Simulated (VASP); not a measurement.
# GW on BAs, part 2 of 6

Aim: the quasiparticle gap of BAs, and what it costs to get it. The cell is of the zinc-blende type, one of the forms listed for this formula. The start is a cell from a database of measured crystal structures.

VASP 6.6.1, plane waves and PAW; the level of theory is named at each step.

So far, gap on the k-mesh (eV): step 3 (empty bands, functional PBE) 1.26.

## (4) evGW0

This step: evGW0 on PBE; plane waves and PAW (As_GW, B_GW) (VASP 6.6.1).

The lowest NBANDSGW levels in G are updated for four passes while W stays fixed, so the result depends less on the starting levels.

INCAR reads:

```
SYSTEM = BAs
PREC = Accurate
ENCUT = 340
ISMEAR = 0
SIGMA = 0.01
LREAL = .FALSE.
GGA = PE
NBANDS = 152
ALGO = EVGW0
NELMGW = 4
ENCUTGW = 180
NOMEGA = 48
PRECFOCK = Fast
NBANDSGW = 12
LWAVE = .FALSE.
LCHARG = .FALSE.
```

POSCAR reads:

```
BAs
1.0
    0.0000000000      2.3885000000      2.3885000000
    2.3885000000      0.0000000000      2.3885000000
    2.3885000000      2.3885000000      0.0000000000
As B
1 1
Direct
    0.7500000000      0.7500000000      0.7500000000
    0.0000000000      0.0000000000      0.0000000000
```

KPOINTS reads:

```
Automatic mesh
0
Gamma
6 6 6
0 0 0
```

Potentials, in the order of the species: As_GW and B_GW (PBE family, release 64).

Launch:

```sh
$ mpirun -np 4 vasp_std
```

The program printed:

```text
[banner, memory and clock lines left out]
running    4 mpi-ranks, on    1 nodes
 distrk:  each k-point on    4 cores,    1 groups
 distr:  one band on    1 cores,    4 groups

 POSCAR found type information on POSCAR AsB
 POSCAR found :  2 types and       2 ions
|                                                                             |
|           W    W    AA    RRRRR   N    N  II  N    N   GGGG   !!!           |
|           W    W   A  A   R    R  NN   N  II  NN   N  G    G  !!!           |
|           W    W  A    A  R    R  N N  N  II  N N  N  G       !!!           |
|           W WW W  AAAAAA  RRRRR   N  N N  II  N  N N  G  GGG   !            |
|           WW  WW  A    A  R   R   N   NN  II  N   NN  G    G                |
|           W    W  A    A  R    R  N    N  II  N    N   GGGG   !!!           |
|                                                                             |
|     The default for ENCUTGWSOFT is different in this version of VASP.       |
|     please manually set ENCUTGWSOFT =180 in the INCAR file.                 |
|                                                                             |

 LDA part: xc-table for (Slater+PW92), standard interpolation
 found WAVECAR, reading the header
 POSCAR, INCAR and KPOINTS ok, starting setup
 FFT: planning ... GRIDC
 FFT: planning ... GRID_SOFT
 FFT: planning ... GRID
 reading WAVECAR
 the WAVECAR file was read successfully
 initial charge from wavefunction
 available memory per node:     62.46 GB, setting MAXMEM to     63954

 The Fermi energy was updated, please check that it is located mid-gap
 values below the HOMO (VB) or above the LUMO (CB) will cause erroneous energies
 E-fermi :   6.8067

 calculate exact exchange contribution
 the WAVEDER file was read successfully
energies w=
    0.000    0.000    0.530    0.000    1.058    0.000    1.582    0.000
    2.100    0.000    2.610    0.000    3.112    0.000    3.604    0.000
    4.087    0.000    4.562    0.000    5.028    0.000    5.486    0.000
    5.938    0.000    6.384    0.000    6.827    0.000    7.267    0.000
    7.707    0.000    8.148    0.000    8.592    0.000    9.042    0.000
    9.500    0.000    9.968    0.000   10.449    0.000   10.947    0.000
   11.465    0.000   12.007    0.000   12.578    0.000   13.183    0.000
   13.831    0.000   14.528    0.000   15.285    0.000   16.113    0.000
   17.029    0.000   18.051    0.000   19.204    0.000   20.521    0.000
   22.045    0.000   23.836    0.000   25.976    0.000   28.585    0.000
   31.839    0.000   36.018    0.000   41.580    0.000   49.342    0.000
   60.907    0.000   79.925    0.000  116.860    0.000  218.903    0.000
 responsefunction array rank=     172
 LDA part: xc-table for (Slater+PW92), standard interpolation

 min. memory requirement per mpi rank    180.1 MB, per node    720.3 MB

 allocating  12 responsefunctions rank=   172
 shmem allocating  48 responsefunctions rank=   172
 response function shared by NCSHMEM nodes    1
 Doing           12  frequencies on each core in blocks of           48
NQ=   1    0.0000    0.0000    0.0000,
|.........|.........|.........|.........|.........|.........|.........|.........
 performed        314000 updates of chi_q(r,r)
 total number of BLAS operations         71.77 Gflops
NQ=   2    0.1667    0.0000    0.0000,
|.........|.........|.........|.........|.........|.........|.........|.........
 performed        876000 updates of chi_q(r,r)
 total number of BLAS operations        177.05 Gflops
NQ=   3    0.3333    0.0000    0.0000,
|.........|.........|.........|.........|.........|.........|.........|.........
 performed       1438000 updates of chi_q(r,r)
 total number of BLAS operations        282.33 Gflops
NQ=   4    0.5000    0.0000    0.0000,
|.........|.........|.........|.........|.........|.........|.........|.........
 performed       1912000 updates of chi_q(r,r)
 total number of BLAS operations        374.73 Gflops
NQ=   5    0.1667    0.1667    0.0000,
|.........|.........|.........|.........|.........|.........|.........|.........
 performed       2474000 updates of chi_q(r,r)
 total number of BLAS operations        480.01 Gflops
NQ=   6    0.3333    0.1667    0.0000,
|.........|.........|.........|.........|.........|.........|.........|.........
 performed       3349000 updates of chi_q(r,r)
 total number of BLAS operations        637.68 Gflops
NQ=   7    0.5000    0.1667    0.0000,
|.........|.........|.........|.........|.........|.........|.........|.........
 performed       4224000 updates of chi_q(r,r)
 total number of BLAS operations        787.04 Gflops
NQ=   8   -0.3333    0.1667    0.0000,
|.........|.........|.........|.........|.........|.........|.........|.........
 performed       5099000 updates of chi_q(r,r)
 total number of BLAS operations        951.08 Gflops
NQ=   9   -0.1667    0.1667    0.0000,
|.........|.........|.........|.........|.........|.........|.........|.........
 performed       5858000 updates of chi_q(r,r)
 total number of BLAS operations       1095.11 Gflops
NQ=  10    0.3333    0.3333    0.0000,
|.........|.........|.........|.........|.........|.........|.........|.........
 performed       6420000 updates of chi_q(r,r)
 total number of BLAS operations       1200.39 Gflops
NQ=  11    0.5000    0.3333    0.0000,
|.........|.........|.........|.........|.........|.........|.........|.........
 performed       7295000 updates of chi_q(r,r)
 total number of BLAS operations       1345.69 Gflops
NQ=  12   -0.3333    0.3333    0.0000,
|.........|.........|.........|.........|.........|.........|.........|.........
 performed       8054000 updates of chi_q(r,r)
 total number of BLAS operations       1468.16 Gflops
NQ=  13    0.5000    0.5000    0.0000,
|.........|.........|.........|.........|.........|.........|.........|.........
 performed       8477000 updates of chi_q(r,r)
 total number of BLAS operations       1544.39 Gflops
NQ=  14    0.5000    0.3333    0.1667,
|.........|.........|.........|.........|.........|.........|.........|.........
 performed       9462000 updates of chi_q(r,r)
 total number of BLAS operations       1721.76 Gflops
NQ=  15   -0.3333    0.3333    0.1667,
|.........|.........|.........|.........|.........|.........|.........|.........
 performed      10388000 updates of chi_q(r,r)
 total number of BLAS operations       1888.61 Gflops
NQ=  16   -0.3333    0.5000    0.1667,
|.........|.........|.........|.........|.........|.........|.........|.........
 performed      11150000 updates of chi_q(r,r)
 total number of BLAS operations       2025.92 Gflops
 resolving degeneracies of screened two electron integrals

[...]
total number of BLAS operations       1888.61 Gflops
NQ=  16   -0.3333    0.5000    0.1667,
|.........|.........|.........|.........|.........|.........|.........|.........
 performed      11150000 updates of chi_q(r,r)
 total number of BLAS operations       2025.92 Gflops
 resolving degeneracies of screened two electron integrals

 calculate QP shifts <psi_nk| G(iteration)W_0 |psi_nk>: iteration 2
 allocating  12 responsefunctions rank=   172
 shmem allocating  48 responsefunctions rank=   172
 response function shared by NCSHMEM nodes    1
 Doing           12  frequencies on each core in blocks of           48
NQ=   1    0.0000    0.0000    0.0000,
|.........|.........|.........|.........|.........|.........|.........|.........
 performed        314000 updates of chi_q(r,r)
 total number of BLAS operations         71.77 Gflops
NQ=   2    0.1667    0.0000    0.0000,
|.........|.........|.........|.........|.........|.........|.........|.........
 performed        876000 updates of chi_q(r,r)
 total number of BLAS operations        177.05 Gflops
NQ=   3    0.3333    0.0000    0.0000,
|.........|.........|.........|.........|.........|.........|.........|.........
 performed       1438000 updates of chi_q(r,r)
 total number of BLAS operations        282.33 Gflops
NQ=   4    0.5000    0.0000    0.0000,
|.........|.........|.........|.........|.........|.........|.........|.........
 performed       1912000 updates of chi_q(r,r)
 total number of BLAS operations        374.73 Gflops
NQ=   5    0.1667    0.1667    0.0000,
|.........|.........|.........|.........|.........|.........|.........|.........
 performed       2474000 updates of chi_q(r,r)
 total number of BLAS operations        480.01 Gflops
NQ=   6    0.3333    0.1667    0.0000,
|.........|.........|.........|.........|.........|.........|.........|.........
 performed       3349000 updates of chi_q(r,r)
 total number of BLAS operations        637.68 Gflops
NQ=   7    0.5000    0.1667    0.0000,
|.........|.........|.........|.........|.........|.........|.........|.........
 performed       4224000 updates of chi_q(r,r)
 total number of BLAS operations        787.04 Gflops
NQ=   8   -0.3333    0.1667    0.0000,
|.........|.........|.........|.........|.........|.........|.........|.........
 performed       5099000 updates of chi_q(r,r)
 total number of BLAS operations        951.08 Gflops
NQ=   9   -0.1667    0.1667    0.0000,
|.........|.........|.........|.........|.........|.........|.........|.........
 performed       5858000 updates of chi_q(r,r)
 total number of BLAS operations       1095.11 Gflops
NQ=  10    0.3333    0.3333    0.0000,
|.........|.........|.........|.........|.........|.........|.........|.........
 performed       6420000 updates of chi_q(r,r)
 total number of BLAS operations       1200.39 Gflops
NQ=  11    0.5000    0.3333    0.0000,
|.........|.........|.........|.........|.........|.........|.........|.........
 performed       7295000 updates of chi_q(r,r)
 total number of BLAS operations       1345.69 Gflops
NQ=  12   -0.3333    0.3333    0.0000,
|.........|.........|.........|.........|.........|.........|.........|.........
 performed       8054000 updates of chi_q(r,r)
 total number of BLAS operations       1468.16 Gflops
NQ=  13    0.5000    0.5000    0.0000,
|.........|.........|.........|.........|.........|.........|.........|.........
 performed       8477000 updates of chi_q(r,r)
 total number of BLAS operations       1544.39 Gflops
NQ=  14    0.5000    0.3333    0.1667,
|.........|.........|.........|.........|.........|.........|.........|.........
 performed       9462000 updates of chi_q(r,r)
 total number of BLAS operations       1721.76 Gflops
NQ=  15   -0.3333    0.3333    0.1667,
|.........|.........|.........|.........|.........|.........|.........|.........
 performed      10388000 updates of chi_q(r,r)
 total number of BLAS operations       1888.61 Gflops
NQ=  16   -0.3333    0.5000    0.1667,
|.........|.........|.........|.........|.........|.........|.........|.........
 performed      11150000 updates of chi_q(r,r)
 total number of BLAS operations       2025.92 Gflops
 resolving degeneracies of screened two electron integrals

 calculate QP shifts <psi_nk| G(iteration)W_0 |psi_nk>: iteration 3
 allocating  12 responsefunctions rank=   172
 shmem allocating  48 responsefunctions rank=   172
 response function shared by NCSHMEM nodes    1
 Doing           12  frequencies on each core in blocks of           48
NQ=   1    0.0000    0.0000    0.0000,
|.........|.........|.........|.........|.........|.........|.........|.........
 performed        314000 updates of chi_q(r,r)
 total number of BLAS operations         71.77 Gflops
NQ=   2    0.1667    0.0000    0.0000,
|.........|.........|.........|.........|.........|.........|.........|.........
 performed        876000 updates of chi_q(r,r)
 total number of BLAS operations        177.05 Gflops
NQ=   3    0.3333    0.0000    0.0000,
|.........|.........|.........|.........|.........|.........|.........|.........
 performed       1438000 updates of chi_q(r,r)
 total number of BLAS operations        282.33 Gflops
NQ=   4    0.5000    0.0000    0.0000,
|.........|.........|.........|.........|.........|.........|.........|.........
 performed       1912000 updates of chi_q(r,r)
 total number of BLAS operations        374.73 Gflops
NQ=   5    0.1667    0.1667    0.0000,
|.........|.........|.........|.........|.........|.........|.........|.........
 performed       2474000 updates of chi_q(r,r)
 total number of BLAS operations        480.01 Gflops
NQ=   6    0.3333    0.1667    0.0000,
|.........|.........|.........|.........|.........|.........|.........|.........
 performed       3349000 updates of chi_q(r,r)
 total number of BLAS operations        637.68 Gflops
NQ=   7    0.5000    0.1667    0.0000,
|.........|.........|.........|.........|.........|.........|.........|.........
 performed       4224000 updates of chi_q(r,r)
 total number of BLAS operations        787.04 Gflops
NQ=   8   -0.3333    0.1667    0.0000,
|.........|.........|.........|.........|.........|.........|.........|.........
 performed       5099000 updates of chi_q(r,r)
 total number of BLAS operations        951.08 Gflops
NQ=   9   -0.1667    0.1667    0.0000,
|.........|.........|.........|.........|.........|.........|.........|.........
 performed       5858000 updates of chi_q(r,r)
 total number of BLAS operations       1095.11 Gflops
NQ=  10    0.3333    0.3333    0.0000,
|.........|.........|.........|.........|.........|.........|.........|.........
 performed       6420000 updates of chi_q(r,r)
 total number of BLAS operations       1200.39 Gflops
NQ=  11    0.5000    0.3333    0.0000,
|.........|.........|.........|.........|.........|.........|.........|.........
 performed       7295000 updates of chi_q(r,r)
 total number of BLAS operations       1345.69 Gflops
NQ=  12   -0.3333    0.3333    0.0000,
|.........|.........|.........|.........|.........|.........|.........|.........
 performed       8054000 updates of chi_q(r,r)
 total number of BLAS operations       1468.16 Gflops
NQ=  13    0.5000    0.5000    0.0000,
|.........|.........|.........|.........|.........|.........|.........|.........
 performed       8477000 updates of chi_q(r,r)
 total number of BLAS operations       1544.39 Gflops
NQ=  14    0.5000    0.3333    0.1667,
|.........|.........|.........|.........|.........|.........|.........|.........
 performed       9462000 updates of chi_q(r,r)
 total number of BLAS operations       1721.76 Gflops
NQ=  15   -0.3333    0.3333    0.1667,
|.........|.........|.........|.........|.........|.........|.........|.........
 performed      10388000 updates of chi_q(r,r)
 total number of BLAS operations       1888.61 Gflops
NQ=  16   -0.3333    0.5000    0.1667,
|.........|.........|.........|.........|.........|.........|.........|.........
 performed      11150000 updates of chi_q(r,r)
 total number of BLAS operations       2025.92 Gflops
 resolving degeneracies of screened two electron integrals

 calculate QP shifts <psi_nk| G(iteration)W_0 |psi_nk>: iteration 4
 entering main loop
```

Wall time 4.2 min (4 MPI ranks of Intel Xeon Platinum 8488C (Sapphire Rapids), shared host); peak memory 0.95 GiB.

[end of part 2 of 6]

[Lines on the potential files, build, host, timing and source positions are cut from VASP's logs without a mark.]

[Logs are printed without paths, hosts, clocks, repeated set-up lines and the standing remarks that a program may print on its own settings, such as how far it seeks lower states.]

[Hosts, paths, dates, database ids (printed as entryN), source tags and the programs' standing remarks are cut or masked in the printed files.]

[Pressures printed for these runs are not shown converged in the cutoff: they can be off by several GPa and have the wrong sign.]
